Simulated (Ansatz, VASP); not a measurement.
# GaCuW (GaCuW in the AlB2 type): VASP beside Ansatz, part 2 of 2

Aim: how closely do two programs agree when they are given the same cell, functional and k mesh? The cell is generated by rule, not measured, and may not be a known phase. The cell is taken from a series of runs on this material, whose earlier steps may have relaxed, scaled, displaced or heated it; both programs get it as it stands.

VASP 6.6.1 and Ansatz 0.2.0.

So far: The starting structure; VASP: zone-centre phonons, PBE.

## (3) Ansatz: zone-centre phonons, PBE

Level of this step: Ansatz beside VASP: Kohn-Sham DFT, plane waves, PBE (Ansatz).

Ansatz runs on its PAW soft_1 files.

The same cell, functional, mesh and smearing now go to Ansatz, which takes its cutoff from its data sets.

input.yaml

```yaml
crystal:
  lattice:
    - [4.2302088612, 0.0, 0.0]
    - [-2.1151044306, 3.6634683371, 0.0]
    - [0.0, 0.0, 2.7597669953]
  atoms:
    - { symbol: W, position: [0.0, 0.0, 0.0] }
    - { symbol: Ga, position: [0.3333333333, 0.6666666667, 0.5] }
    - { symbol: Cu, position: [0.6666666667, 0.3333333333, 0.5] }
kpoints:
  mp_grid: { grid: [4, 4, 6] }
hamiltonian:
  xc: pbe
  pseudopotentials: { kind: paw, azcp: { folder: soft_1 } }
scf:
  occupations: { method: methfessel_paxton, width: 0.2 }
output:
  eigenvalues: true
phonons:
  method: dfpt
  qmesh: [2, 2, 2]
  temperatures: { t_max: 1000, t_step: 50 }
  qpath:
    path:
      - [[0.0, 0.0, 0.0], [0.5, 0.0, 0.0], [0.33333333, 0.33333333, 0.0], [0.0, 0.0, 0.0], [0.0, 0.0, 0.5], [0.5, 0.0, 0.5], [0.33333333, 0.33333333, 0.5], [0.0, 0.0, 0.5]]
      - [[0.5, 0.0, 0.5], [0.5, 0.0, 0.0]]
      - [[0.33333333, 0.33333333, 0.5], [0.33333333, 0.33333333, 0.0]]
    npoints: 10
  electrical_resistivity:
    mesh: [8, 8, 12]
    temperatures: [20.0, 50.0, 77.0, 100.0, 150.0, 200.0, 300.0, 400.0, 600.0, 800.0]
  superconductivity: { mesh: [8, 8, 12], eliashberg_equations: false }
  electron_occupations: "off"
```

Run with:

```
$ ansatz run input.yaml --threads 4 --pin off --max-ram 12288MiB --backend cpu --events-out ev --progress --plain --runs-dir out
```

Numbers of over 12 decimals in the logs are rounded to 6 here.

The program printed:

```text
Warning: phonons: the dynamical matrix that this run interpolates holds no multipole term above the dipole-dipole one, and a site of this crystal is no centre of inversion, so its interpolated transverse optical and acoustic branches and sound speeds can stay off near Gamma, and the density of states and the thermodynamics with them. What a run solves at a wave vector of phonons.qpoints, Gamma apart, where the deck admits one, is free of this, and under fd what a larger phonons.supercell samples
Engine: ansatz 0.2.0, aarch64-unknown-linux-gnu
Pseudopotentials: kind: paw
Pseudopotential: W, paw, valence charge 14, recommended cutoff 420 eV (normal), soft_1/W.paw.azcp
Pseudopotential: Ga, paw, valence charge 13, recommended cutoff 420 eV (normal), soft_1/Ga.paw.azcp
Pseudopotential: Cu, paw, valence charge 19, recommended cutoff 420 eV (normal), soft_1/Cu.paw.azcp
Functional definition: PBE
  parameter kappa = 0.804
  parameter beta = 0.066725
  exchange = pbe_x(kappa = kappa, mu = beta*pi^2/3)
  correlation = pbe_c(beta = beta)
Crystal: 3 atoms, lattice volume = 42.769 Å³
Basis set: ecut = 420 eV, 843 PW (Γ), exchange–correlation on 60×60×40 points (8 copies of the dense FFT grid, shifted against one another)
Bands: 28, of which v1, the nominal top of the filled ones, is band 23 counted from 1 (22 counted from 0)
Symmetry: 12 space group operations
k-points: 16 of 96 (time reversal used)
Non-local potential: W, projectors of the file, l = 0: 3, l = 1: 2, l = 2: 2, l = 3: 1
Non-local potential: Ga, projectors of the file, l = 0: 2, l = 1: 2, l = 2: 3, l = 3: 1
Non-local potential: Cu, projectors of the file, l = 0: 3, l = 1: 2, l = 2: 3, l = 3: 1
PAW form: soft (Blöchl's): semilocal exchange-correlation on the pseudo side does not see the compensation charge
PAW one-centre angular grid: W, 590 points (default); XC on 64 Gauss nodes
PAW one-centre angular grid: Ga, 590 points (default); XC on 64 Gauss nodes
PAW one-centre angular grid: Cu, 590 points (default); XC on 64 Gauss nodes
Initial density: superposition of atomic densities (chi_scale 0.1, normalization cell, long waves kept (reshape's long-wave potential 0.00 eV rms))
Initial wavefunctions: pseudopotential atomic-orbital guess
Functional: x = pbe(κ = 0.804, μ = 0.219515), c = pbe(β = 0.066725)
SCF iter   1: F=—  HF=-20794.867666 eV  |F-HF|=—  |Δ(HF+E_count)|=         —  Δρ=1.69e-1  dr2=8.79e0  ethr=3.10e-3  ⟨swp⟩=4.2  Hψ=1507  notcnv=0
preconditioner: auto → none  [metal: Δε(μ)=0.075 eV  Ē_g=10.943 eV  σ=0.200 eV  W_gap=0.31  n_scr=8 (ndim 8)  ℏωp=31.1 eV  f_vac=0.000  D(μ)=2.53/eV (n_scr^D=26)  sad-step TF]
SCF iter   2: F=—  HF=-20793.881599 eV  |F-HF|=—  |Δ(HF+E_count)|=   9.86e-1  S|Δr|=    0.00e0  Δρ=7.16e-2  dr2=2.12e0  ethr=3.10e-3  ⟨swp⟩=2.0  Hψ=783  notcnv=0  defer=2
SCF iter   3: F=—  HF=-20793.434875 eV  |F-HF|=—  |Δ(HF+E_count)|=   4.47e-1  S|Δr|=    0.00e0  Δρ=3.35e-2  dr2=3.05e-1  ethr=3.10e-3  ⟨swp⟩=2.1  Hψ=832  notcnv=0  defer=2
SCF iter   4: F=—  HF=-20793.374090 eV  |F-HF|=—  |Δ(HF+E_count)|=   6.08e-2  S|Δr|=    0.00e0  Δρ=3.88e-3  dr2=6.19e-3  ethr=6.64e-4  ⟨swp⟩=2.1  Hψ=715  notcnv=0  defer=2
SCF iter   5: F=—  HF=-20793.375874 eV  |F-HF|=—  |Δ(HF+E_count)|=   1.78e-3  S|Δr|=    0.00e0  Δρ=2.93e-3  dr2=1.84e-3  ethr=1.35e-5  ⟨swp⟩=2.0  Hψ=685  notcnv=0  defer=2
SCF iter   6: F=—  HF=-20793.375487 eV  |F-HF|=—  |Δ(HF+E_count)|=   3.87e-4  S|Δr|=    0.00e0  Δρ=9.13e-4  dr2=1.86e-4  ethr=4.01e-6  ⟨swp⟩=2.0  Hψ=679  notcnv=0  defer=2
SCF iter   7: F=—  HF=-20793.375462 eV  |F-HF|=—  |Δ(HF+E_count)|=   2.46e-5  S|Δr|=    0.00e0  Δρ=2.16e-4  dr2=9.79e-6  ethr=4.05e-7  ⟨swp⟩=2.0  Hψ=575  notcnv=0  defer=2
SCF iter   8: F=—  HF=-20793.375466 eV  |F-HF|=—  |Δ(HF+E_count)|=   3.47e-6  S|Δr|=    0.00e0  Δρ=4.54e-5  dr2=6.05e-7  ethr=2.13e-8  ⟨swp⟩=2.0  Hψ=702  notcnv=0  defer=2
SCF iter   9: F=—  HF=-20793.375461 eV  |F-HF|=—  |Δ(HF+E_count)|=   4.97e-6  S|Δr|=    0.00e0  Δρ=3.18e-6  dr2=2.66e-9  ethr=1.31e-9  ⟨swp⟩=2.0  Hψ=551  notcnv=0  defer=2
SCF iter  10: F=—  HF=-20793.375461 eV  |F-HF|=—  |Δ(HF+E_count)|=   1.00e-9  S|Δr|=    0.00e0  Δρ=8.03e-7  dr2=9.30e-11  ethr=5.79e-12  ⟨swp⟩=2.1  Hψ=761  notcnv=0  defer=2
SCF iter  11: F=—  HF=-20793.375461 eV  |F-HF|=—  |Δ(HF+E_count)|=  3.64e-11  S|Δr|=    0.00e0  Δρ=2.55e-7  dr2=2.81e-11  ethr=1.00e-12  ⟨swp⟩=5.8  Hψ=2044  notcnv=0
SCF iter  12: F=-20793.375461 eV  HF=-20793.375461 eV  |F-HF|=0.00e0  |Δ(HF+E_count)|=  2.18e-11  S|Δr|=    0.00e0  Δρ=1.78e-8  dr2=8.33e-14  ethr=1.00e-12  ⟨swp⟩=5.0  Hψ=1861  notcnv=0
SCF 1 converged in 12 iterations: F = -20793.375461 eV  dr2 = 8.33e-14
  greatest PAW one-centre occupation: 0.999 electrons in one spin orbital (limit 2), on the Cu atom at site 2 (counted from 0), in its partial waves of l = 0
[...]
SCF iter  10: F=—  HF=-20793.375461 eV  |F-HF|=—  |Δ(HF+E_count)|=   1.00e-9  S|Δr|=    0.00e0  Δρ=8.03e-7  dr2=9.30e-11  ethr=5.79e-12  ⟨swp⟩=2.1  Hψ=761  notcnv=0  defer=2
SCF iter  11: F=—  HF=-20793.375461 eV  |F-HF|=—  |Δ(HF+E_count)|=  3.27e-11  S|Δr|=    0.00e0  Δρ=2.55e-7  dr2=2.80e-11  ethr=1.00e-12  ⟨swp⟩=3.0  Hψ=1229  notcnv=0
[...]
--- Phonons (Γ-DFPT): 6 representative perturbations + reference (Σ response iterations 28) ---
  ASR residual: 1.224e-5 → 0.000e0 eV/Å²; symmetrization residual: 2.351e-7 eV/Å²
  ASR residual per site (eV/Å²): 1.08e-5 3.11e-6 1.22e-5
  Γ frequencies (cm⁻¹): 0.00 0.00 0.00 93.40 128.89 170.98 170.98 249.44 249.44
--- Phonons (arbitrary-q DFPT): 4 irreducible q on the 2×2×2 mesh ---
  q = [0.0000, 0.0000, 0.0000] (star 1, of the zone-centre solve; hermiticity 4.60e-8, symmetrization 2.97e-12): 0.00 0.00 0.00 93.40 128.89 170.98 170.98 249.44 249.44
  q = [0.0000, 0.0000, -0.5000] (star 1, 6 solved perturbations in 132 linear systems a pass and spin channel, the states on 28 of 96 k-point pairs; hermiticity 4.11e-8, symmetrization 2.04e-10): 107.39 110.11 125.47 125.47 140.52 140.52 194.62 243.71 243.71
  q = [0.0000, -0.5000, 0.0000] (star 3, 9 solved perturbations on 28 of 96 k-point pairs; hermiticity 4.72e-8, symmetrization 1.62e-13): 74.93 77.13 98.15 104.69 107.59 111.75 174.92 226.93 265.20
  q = [0.0000, -0.5000, -0.5000] (star 3, 9 solved perturbations on 28 of 96 k-point pairs; hermiticity 2.88e-8, symmetrization 8.65e-10): 95.96 99.64 123.03 137.91 138.68 173.37 195.41 231.22 248.77
  sum rule: each row above includes the acoustic sum rule's correction from the zone centre's row sums; it moved no ω² by more than (0.23 cm⁻¹)²
  mesh force constants: q→R imaginary residual 2.05e-17; ASR residual 1.224e-5 → 0.000e0 eV/Å²; symmetrization residual 1.421e-14 eV/Å²
  interpolated dispersion: 93 rows × 9 modes
  density of states and harmonic sums: on the 18×18×22 q-mesh, interpolated from the force constants of a 2×2×2 supercell (no non-analytic term)
  largest difference from the sums on the solved wave vectors: F 8.40e-2 eV, S 1.16e-4 and C_V 3.23e-5 eV/K
  zero-point energy: 0.082883 eV/cell   skipped modes (ω ≤ 0): 3   left out of the sums: 4.68e-5 of the cell's modes: C_V's classical limit lies that fraction below 3 k_B per atom; for a crystal, a wire or a layer, F and S can be off by more, and a phonons.interpolated_qmesh denser along its periods is the remedy for the sampling
--- Electrical resistivity: potentials and phonons of a 2×2×2 supercell ---
  scattering by harmonic phonons alone, with no dipole-dipole term; scattering by other electrons, impurities, surfaces and spin disorder is left out, and so is spin–orbit coupling
  the resistivity is that of a variational response, whose dependence on the energy is improved iteratively
  at the Fermi level of each mesh (of a tensor a third of its trace):
           mesh   spin    states/(eV spin)  plasma energy (eV)         λ      λ_tr    ħω_log (meV)
         8×8×12                     1.1222              4.4842    0.4428    0.4753          13.104
          4×4×6                     0.8958              4.0432    0.3546    0.4157          13.152
  resistivity on the deck's mesh, µΩ·cm:
     T (K)       trace/3  mesh converged            xx            yy            zz    lowest order   relaxation time
     20.00     7.9158e-2              no     1.0203e-1     1.0203e-1     3.3419e-2       1.5675e-1         8.4395e-2
     50.00      2.2459e0              no      2.7934e0      2.7934e0      1.1509e0        2.7573e0          2.2685e0
     77.00      5.5770e0              no      6.9318e0      6.9318e0      2.8673e0        6.1755e0          5.6315e0
    100.00      8.5336e0              no      1.0610e1      1.0610e1      4.3803e0        9.1668e0          8.6214e0
    150.00      1.4756e1              no      1.8345e1      1.8345e1      7.5769e0        1.5520e1          1.4914e1
    200.00      2.0701e1              no      2.5718e1      2.5718e1      1.0667e1        2.1669e1          2.0925e1
    300.00      3.2132e1              no      3.9840e1      3.9840e1      1.6716e1        3.3649e1          3.2469e1
    400.00      4.3242e1              no      5.3505e1      5.3505e1      2.2716e1        4.5445e1          4.3677e1
    600.00      6.5146e1              no      8.0323e1      8.0323e1      3.4792e1        6.8936e1          6.5740e1
    800.00      8.7147e1              no      1.0718e2      1.0718e2      4.7085e1        9.2636e1          8.7886e1
  mean free path at 20 K (of a tensor a third of its trace): 2416 nm by what each carries, 1610 by the Fermi surface alone
  mean free path at 50 K (of a tensor a third of its trace): 67.1 nm by what each carries, 54.0 by the Fermi surface alone
  mean free path at 77 K (of a tensor a third of its trace): 25.5 nm by what each carries, 21.7 by the Fermi surface alone
  mean free path at 100 K (of a tensor a third of its trace): 16.4 nm by what each carries, 14.2 by the Fermi surface alone
  mean free path at 150 K (of a tensor a third of its trace): 9.32 nm by what each carries, 8.21 by the Fermi surface alone
  mean free path at 200 K (of a tensor a third of its trace): 6.62 nm by what each carries, 5.85 by the Fermi surface alone
  mean free path at 300 K (of a tensor a third of its trace): 4.28 nm by what each carries, 3.76 by the Fermi surface alone
  mean free path at 400 K (of a tensor a third of its trace): 3.21 nm by what each carries, 2.79 by the Fermi surface alone
  mean free path at 600 K (of a tensor a third of its trace): 2.17 nm by what each carries, 1.84 by the Fermi surface alone
  mean free path at 800 K (of a tensor a third of its trace): 1.65 nm by what each carries, 1.38 by the Fermi surface alone
  the resistivity times a path that all electrons share, by the Fermi surface of the deck's mesh alone (a third of the trace): 1.200e-15 Ω·m²
  not converged in the mesh (λ; λ_tr; the resistivity at 20 K by 5.26 %; the resistivity at 50 K by 9.98 %; the resistivity at 77 K by 10.55 %; the resistivity at 100 K by 10.71 %; the resistivity at 150 K by 11.19 %; the resistivity at 200 K by 11.84 %; the resistivity at 300 K by 13.21 %; the resistivity at 400 K by 14.47 %; the resistivity at 600 K by 16.39 %; the resistivity at 800 K by 17.38 %): between neighbou [...]
  vibrations of 8 cells: unjudged by the run; compare a larger repeat
  the changes of the potential over all sites missed a rigid shift's by 0.00 % (the site terms' by 0.02 %)
  between the force constants' wavevectors the phonons are obtained by Fourier interpolation alone: phonons.electron_occupations is off
[the section on superconductivity is kept apart]
[key lines of the parts left out:]
SCF converged after 12 iterations
Free energy (F): -20793.375461 eV
Fermi energy:    17.307071 eV
```

## (4) Comparison

Known differences besides the potentials themselves: VASP's run holds the zone centre alone; the data sets hold 46 valence electrons in Ansatz (on its PAW soft_1 files) and 30 in VASP; the cutoff is 420 eV in Ansatz and 600 eV in VASP. Total energies have different zeros and are not compared.

Both answers:

```csv
quantity,Ansatz,VASP,difference
optical mode 1 (cm⁻¹),93.4,91.8,+1.79 %
optical mode 2 (cm⁻¹),128.9,128.0,+0.68 %
optical mode 3 to 4 (cm⁻¹),171.0,169.9,+0.66 %
optical mode 5 to 6 (cm⁻¹),249.4,249.9,-0.19 %
```

Modes are paired by rising frequency, not by their patterns, so a pair may set unlike modes beside each other; they are those without the splitting of longitudinal modes.

## (5) VASP: single point, PBE

A single point gives forces, pressure and levels at one fixed geometry, so differences don't come from the geometry; what else differs is listed under the comparison. The cell compared in this pair holds 47.14 Å³, against 42.77 Å³ for the pair before.

INCAR

```
SYSTEM = GaCuW
PREC = Accurate
ENCUT = 600
EDIFF = 1E-06
NELM = 120
ISMEAR = 0
SIGMA = 0.1
LREAL = .FALSE.
ALGO = Normal
GGA = PE
NBANDS = 21
LASPH = .TRUE.
LORBIT = 11
LWAVE = .FALSE.
LCHARG = .FALSE.
ISIF = 2
GGA_COMPAT = .FALSE.
```

POSCAR

```
GaCuW
1.0
    3.7286600000      0.0000000000      0.0000000000
   -1.8643300000      3.2291100000      0.0000000000
    0.0000000000      0.0000000000      3.9150900000
W Ga Cu
1 1 1
Direct
    0.0000000000      0.0000000000      0.0000000000
    0.3333333333      0.6666666667      0.5000000000
    0.6666666667      0.3333333333      0.5000000000
```

KPOINTS

```
Automatic mesh
0
Gamma
6 6 6
0 0 0
```

Potentials, in the order of the species: W, Ga_d and Cu (PBE family, release 64).

Run with:

```
$ mpirun -np 1 vasp_std
```

The program printed:

```text
[... set-up lines as in an earlier step ...]
 entering main loop
       N       E                     dE             d eps       ncg     rms          rms(c)
DAV:   1     0.205856565464E+03    0.20586E+03   -0.15302E+04  1205   0.255E+03
DAV:   2     0.222883699650E+01   -0.20363E+03   -0.19515E+03  1211   0.467E+02
DAV:   3    -0.191377422486E+02   -0.21367E+02   -0.20459E+02  1452   0.136E+02
DAV:   4    -0.198816485008E+02   -0.74391E+00   -0.73635E+00  1361   0.255E+01
[...]
DAV:  12    -0.171138786968E+02    0.33308E-04   -0.12313E-04  1736   0.191E-01    0.323E-02
DAV:  13    -0.171138639900E+02    0.14707E-04   -0.62473E-05  1461   0.211E-01    0.503E-03
DAV:  14    -0.171138643003E+02   -0.31037E-06   -0.51545E-06  1219   0.254E-02
   1 F= -.17113864E+02 E0= -.17107431E+02  d E =-.128665E-01
```

From OUTCAR (step 5):

```text
  Total        2.2078630      2.2078571     -8.2964396     -0.0000000      0.0000000      0.0000000
  in kB       75.0421597     75.0419607   -281.9843230     -0.0000000      0.0000000      0.0000000
  external PRESSURE =     -43.9667342 kB  Pullay stress =       0.0000000 kB

 POSITION                                       TOTAL-FORCE (eV/Angst)
 -----------------------------------------------------------------------------------
      0.00000      0.00000      0.00000        -0.000000     -0.000000      0.000000
     -0.00000      2.15274      1.95755        -0.000000      0.000000      0.000000
      1.86433      1.07637      1.95755         0.000000     -0.000000      0.000000
 -----------------------------------------------------------------------------------
    total drift:                                0.000007      0.000010     -0.000000

  FREE ENERGIE OF THE ION-ELECTRON SYSTEM (eV)
  ---------------------------------------------------
  free  energy   TOTEN  =       -17.1138643003 eV

  energy  without entropy=      -17.1009977890  energy(sigma->0) =      -17.10743104

[... 3 further parts left out ...]
[key lines of the parts left out:]
E-fermi :   6.5480
```

The run ends at a pressure of -4.40 GPa.

## (6) Ansatz: single point, PBE

The same cell, functional, mesh and smearing now go to Ansatz, which takes its cutoff from its data sets.

The cell is taken from a series of runs on this material, whose earlier steps may have relaxed, scaled, displaced or heated it; both programs get it as it stands.

input.yaml

```yaml
crystal:
  lattice:
    - [3.72866, 0.0, 0.0]
    - [-1.86433, 3.22911, 0.0]
    - [0.0, 0.0, 3.91509]
  atoms:
    - { symbol: W, position: [0.0, 0.0, 0.0] }
    - { symbol: Ga, position: [0.33333333, 0.66666667, 0.5] }
    - { symbol: Cu, position: [0.66666667, 0.33333333, 0.5] }
kpoints:
  mp_grid: { grid: [6, 6, 6] }
hamiltonian:
  xc: pbe
  pseudopotentials: { kind: paw, azcp: { folder: soft_1 } }
scf:
  occupations: { method: gaussian, width: 0.1 }
output:
  forces: true
  stress: true
  eigenvalues: true
```

Run with:

```
$ ansatz run input.yaml --threads 4 --pin off --max-ram 12288MiB --backend cpu --events-out ev --progress --plain --runs-dir out
```

The program printed:

```text
[...]
Crystal: 3 atoms, lattice volume = 47.139 Å³
Basis set: ecut = 420 eV, 925 PW (Γ), exchange–correlation on 50×50×54 points (8 copies of the dense FFT grid, shifted against one another)
Bands: 28, of which v1, the nominal top of the filled ones, is band 23 counted from 1 (22 counted from 0)
Symmetry: 12 space group operations
[...]
k-points: 28 of 216 (time reversal used)
[...]
k-point 0: bands = [... 19 lower, 13.9792, 14.1638, 14.1638, 15.3419, 15.8073, 15.8073, 20.1410, 21.6327, ... 1 higher]
  k-point 1: bands = [... 19 lower, 13.2897, 14.3515, 14.3515, 15.1355, 15.6746, 15.6746, 21.2397, 21.2397, ... 1 higher]
  k-point 2: bands = [... 19 lower, 12.3777, 14.8103, 14.8103, 15.4272, 15.4456, 15.4456, 20.2750, 20.2750, ... 1 higher]
  k-point 27: bands = [... 19 lower, 12.0700, 12.9996, 13.4613, 13.6598, 16.2303, 17.1339, 18.2887, 18.6936, ... 1 higher]
[key lines of the parts left out:]
SCF converged after 10 iterations
Free energy (F): -20791.682423 eV
Fermi energy:    15.379951 eV
P = ⅓ Tr σ = -4.0582 GPa (-40.582 kbar)
```

The run ends at a pressure of -4.06 GPa.

## (7) Side by side

What differs besides the data sets and the points named for the pairs above, as far as they apply: the data sets hold 46 valence electrons in Ansatz (on its PAW soft_1 files) and 30 in VASP. Total energies have different zeros and are not compared.

Both answers:

```csv
quantity,Ansatz,VASP,difference
pressure (GPa),-4.06,-4.40,+0.34
```

## (8) Outcome

```json
{"r.m.s. difference of the optical zone-centre modes, each program's sorted by frequency (zone-centre phonons, PBE)": "1.0 cm⁻¹", "difference in optical mode 1 (zone-centre phonons, PBE)": "+1.8 %", "difference in pressure (single point, PBE)": "0.34 GPa"}
```

What this shows: The difference in pressure is 0.34 GPa (single point, PBE), within the 1 GPa picked in this series as the mark of a large difference. The data sets hold unlike numbers of valence electrons (46 in Ansatz and 30 in VASP), so part of the differences comes from the potentials. Among the rows given in per cent, the largest difference of the zone-centre phonons, PBE pair is in optical mode 1, +1.8 %. Such differences can come from data sets, numerical settings and the points named under the comparisons, not from the functional's error against experiment.

[Lines on the potential files, build, host, timing and source positions are cut from VASP's logs without a mark.]

[Logs are printed without paths, hosts, clocks, repeated set-up lines and the standing remarks that a program may print on its own settings, such as how far it seeks lower states.]

[Hosts, paths, dates, database ids (printed as entryN), source tags and the programs' standing remarks are cut or masked in the printed files.]
